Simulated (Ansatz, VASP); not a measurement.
Mg3Re2: VASP beside Ansatz

INCAR

```
SYSTEM = Mg3Re2
PREC = Accurate ; ENCUT = 600
EDIFF = 1E-6 ; ISMEAR = 0
SIGMA = 0.1 ; LREAL = .False.
LASPH = .True. ; NELM = 100
ALGO = Normal ; ISIF = 3
LWAVE = .False. ; LCHARG = .False.
GGA = PE ; IBRION = 2
NSW = 100 ; EDIFFG = -0.01
```

File KPOINTS:

```
Automatic mesh
0
Gamma
  8 8 8
  0 0 0
```

Contents of POSCAR:

```
Mg3Re2
1.0
    4.8459675203      0.0000000000      0.0000000000
    0.0000000000      4.8459675203      0.0000000000
    0.0000000000      0.0000000000      4.8459675203
Mg Re
3 2
Direct
    0.5000000000      0.0000000000      0.0000000000
    0.0000000000      0.5000000000      0.0000000000
    0.0000000000      0.0000000000      0.5000000000
    0.5000000000      0.5000000000      0.5000000000
    0.0000000000      0.0000000000      0.0000000000
```

Input for Ansatz:

```yaml
crystal:
  lattice:
    - [4.8459675203, 0.0, 0.0]
    - [0.0, 4.8459675203, 0.0]
    - [0.0, 0.0, 4.8459675203]
  atoms:
    - { symbol: Mg, position: [0.5, 0.0, 0.0] }
    - { symbol: Mg, position: [0.0, 0.5, 0.0] }
    - { symbol: Mg, position: [0.0, 0.0, 0.5] }
    - { symbol: Re, position: [0.5, 0.5, 0.5] }
    - { symbol: Re, position: [0.0, 0.0, 0.0] }
basis:
  ecutwfc: 420
kpoints:
  mp_grid: { grid: [8, 8, 8] }
hamiltonian:
  xc: pbe
scf:
  occupations: { method: gaussian, width: 0.1 }
output:
  forces: true
  stress: true
  eigenvalues: true
  write_density: true
  write_potential: true
  elf: true
  volumetric_format: npy
relax:
  adjacent_minimum: "off"
  f_tol: 0.01
  max_steps: 80
  cell: { stress_tol: 0.05 }
```

Alike in both runs: task relaxation of cell and atoms; functional PBE; k mesh 8 × 8 × 8; occupations gaussian, width 0.1 eV; no spin polarisation.

|  | VASP | Ansatz |
| --- | --- | --- |
| version | VASP 6.6.1 | Ansatz 0.2.0 |
| potentials or method | VASP PAW PBE potentials, release 64 (Mg, Re) | scalar-relativistic, plane waves, PAW |
| plane-wave cutoff (eV) | 600 | 420 |
| valence electrons in the cell | 20 | 60 |

```csv
,VASP,Ansatz,Ansatz less VASP
"gap on the k mesh at the Fermi level, each at its own relaxed structure (eV)",none,none,-
relaxed volume (Å³/atom),22.80,22.80,-0.003
relaxed cell length with the largest relative difference (Å),4.849,4.848,-0.0002
```

A gap of «none» marks a metal or a gap that the smearing closes. The two sets of potentials don't hold the same shells in valence.

The runs have no spin-orbit coupling, so splittings on Re are missing.
